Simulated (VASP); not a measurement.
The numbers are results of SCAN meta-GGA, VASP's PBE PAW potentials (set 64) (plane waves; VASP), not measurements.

Input for VASP

File KPOINTS:
```
Automatic mesh
0
Gamma
11 11 11
0 0 0
```

### POSCAR
```
C
1
    0.0000000000     1.7835000000     1.7835000000
    1.7835000000     0.0000000000     1.7835000000
    1.7835000000     1.7835000000     0.0000000000
C
2
Direct
  0.0000000000   0.0000000000   0.0000000000
  0.2500000000   0.2500000000   0.2500000000
```

INCAR:
```
# general
SYSTEM =C
PREC   =Accurate
ENCUT  =520
LREAL  =.FALSE.
LASPH  =.TRUE.

# electronic loop
EDIFF  =1E-6
NELM   =100
ALGO   =Normal
LMIXTAU=.TRUE.

# smearing
ISMEAR =0
SIGMA  =0.05

# functional
METAGGA=SCAN

# ions
IBRION =2
NSW    =60
ISIF   =3
EDIFFG =-0.01

# output
LWAVE  =.FALSE.
LCHARG =.FALSE.
```

POTCAR, in this order: C (PBE.64 set). Program: vasp_std.

The run wrote:

OSZICAR:
```
       N       E                     dE             d eps       ncg     rms          rms(c)
DAV:   1    -0.608794113012E+01   -0.60879E+01   -0.51076E+03   936   0.101E+03
DAV:   2    -0.223675884035E+02   -0.16280E+02   -0.15920E+02  1432   0.110E+02
DAV:   3    -0.224582858371E+02   -0.90697E-01   -0.90697E-01   920   0.106E+01
DAV:   4    -0.224584228928E+02   -0.13706E-03   -0.13706E-03  1304   0.426E-01
DAV:   5    -0.224584229506E+02   -0.57798E-07   -0.57798E-07   944   0.529E-03    0.529E+00
DAV:   6    -0.200989856610E+02    0.23594E+01   -0.35807E-01   976   0.736E+00    0.408E+00
DAV:   7    -0.220275576076E+02   -0.19286E+01   -0.12273E+00  1136   0.102E+01    0.818E-01
DAV:   8    -0.199057494620E+02    0.21218E+01   -0.45788E-01   936   0.718E+00    0.810E-01
DAV:   9    -0.199767927404E+02   -0.71043E-01   -0.12862E-01   896   0.624E+00    0.185E-01
DAV:  10    -0.200039133539E+02   -0.27121E-01   -0.22394E-02   936   0.210E+00    0.169E-01
DAV:  11    -0.200056345213E+02   -0.17212E-02   -0.20944E-02   928   0.226E+00    0.452E-02
DAV:  12    -0.200070778855E+02   -0.14434E-02   -0.12742E-03   896   0.606E-01    0.384E-02
DAV:  13    -0.200073182009E+02   -0.24032E-03   -0.60235E-04   928   0.379E-01    0.113E-02
DAV:  14    -0.200073656387E+02   -0.47438E-04   -0.47436E-05   960   0.109E-01    0.421E-03
DAV:  15    -0.200073615348E+02    0.41038E-05   -0.28810E-06   904   0.257E-02    0.237E-03
DAV:  16    -0.200073699853E+02   -0.84504E-05   -0.58125E-07   448   0.115E-02    0.110E-03
DAV:  17    -0.200073676282E+02    0.23571E-05   -0.96453E-08   448   0.518E-03    0.446E-04
DAV:  18    -0.200073680753E+02   -0.44712E-06   -0.74209E-09   448   0.127E-03
   1 F= -.20007368E+02 E0= -.20007368E+02  d E =-.200074E+02
       N       E                     dE             d eps       ncg     rms          rms(c)
DAV:   1    -0.200024129060E+02    0.49547E-02   -0.13911E-01  1120   0.410E+00    0.327E-01
DAV:   2    -0.200063609243E+02   -0.39480E-02   -0.77824E-03   920   0.143E+00    0.170E-01
DAV:   3    -0.200053296880E+02    0.10312E-02   -0.33367E-03   912   0.108E+00    0.233E-02
DAV:   4    -0.200064406440E+02   -0.11110E-02   -0.31857E-03   896   0.105E+00    0.176E-02
DAV:   5    -0.200064509916E+02   -0.10348E-04   -0.35683E-04   944   0.311E-01    0.160E-02
DAV:   6    -0.200064294771E+02    0.21514E-04   -0.24217E-05   928   0.694E-02    0.270E-03
DAV:   7    -0.200064300428E+02   -0.56569E-06   -0.46861E-06   936   0.339E-02
   2 F= -.20006430E+02 E0= -.20006430E+02  d E =0.938033E-03
       N       E                     dE             d eps       ncg     rms          rms(c)
DAV:   1    -0.200078634200E+02   -0.14339E-02   -0.42966E-02  1136   0.228E+00    0.182E-01
DAV:   2    -0.200089061488E+02   -0.10427E-02   -0.27658E-03   904   0.883E-01    0.939E-02
DAV:   3    -0.200085356252E+02    0.37052E-03   -0.11523E-03   912   0.631E-01    0.130E-02
DAV:   4    -0.200088924029E+02   -0.35678E-03   -0.10157E-03   896   0.588E-01    0.985E-03
DAV:   5    -0.200088362157E+02    0.56187E-04   -0.10294E-04   912   0.175E-01    0.754E-03
DAV:   6    -0.200088577899E+02   -0.21574E-04   -0.18419E-05   968   0.602E-02    0.176E-03
DAV:   7    -0.200088525699E+02    0.52200E-05   -0.67237E-07   544   0.106E-02    0.162E-04
DAV:   8    -0.200088577230E+02   -0.51531E-05   -0.33017E-07   448   0.983E-03    0.183E-04
DAV:   9    -0.200088565403E+02    0.11827E-05   -0.26678E-08   448   0.217E-03    0.588E-05
DAV:  10    -0.200088559813E+02    0.55906E-06   -0.23590E-09   448   0.725E-04
   3 F= -.20008856E+02 E0= -.20008856E+02  d E =-.148791E-02
```

### OUTCAR
```
------------------------ aborting loop because EDIFF is reached ----------------------------------------
  FORCE on cell =-STRESS in cart. coord.  units (eV):
  Direction    XX          YY          ZZ          XY          YZ          ZX
  --------------------------------------------------------------------------------------
  Total        0.0077349      0.0077349      0.0077349      0.0000000      0.0000000     -0.0000000
  in kB        1.1029319      1.1029319      1.1029319      0.0000000      0.0000000     -0.0000000
  external PRESSURE =       1.1029319 kB  Pullay stress =       0.0000000 kB
  volume of cell :       11.24
      direct lattice vectors                 reciprocal lattice vectors
    -0.000000000  1.777712573  1.777712573    -0.281260316  0.281260316  0.281260316
     1.777712573 -0.000000000  1.777712573     0.281260316 -0.281260316  0.281260316
     1.777712573  1.777712573 -0.000000000     0.281260316  0.281260316 -0.281260316
 POSITION                                       TOTAL-FORCE (eV/Angst)
 -----------------------------------------------------------------------------------
      0.00000      0.00000      0.00000         0.000000      0.000000      0.000000
      0.88886      0.88886      0.88886        -0.000000     -0.000000     -0.000000
 -----------------------------------------------------------------------------------
    total drift:                                0.000000      0.000000      0.000000
  FREE ENERGIE OF THE ION-ELECTRON SYSTEM (eV)
  ---------------------------------------------------
  free  energy   TOTEN  =       -20.0088559813 eV

  energy  without entropy=      -20.0088559813  energy(sigma->0) =      -20.00885598

 reached required accuracy - stopping structural energy minimisation
```
(Selected blocks of OUTCAR.)

File CONTCAR:
```
C
   1.00000000000000
    -0.0000000000000000    1.7777125731174577    1.7777125731174577
     1.7777125731174577   -0.0000000000000000    1.7777125731174577
     1.7777125731174577    1.7777125731174577   -0.0000000000000000
  C
     2
Direct
     0.0000000000000000    0.0000000000000000    0.0000000000000000
     0.2500000000000000    0.2500000000000000    0.2500000000000000
```

The compound is C in the diamond structure. This run relaxes it. Symmetry was kept, so distortions that lower it aren't found.
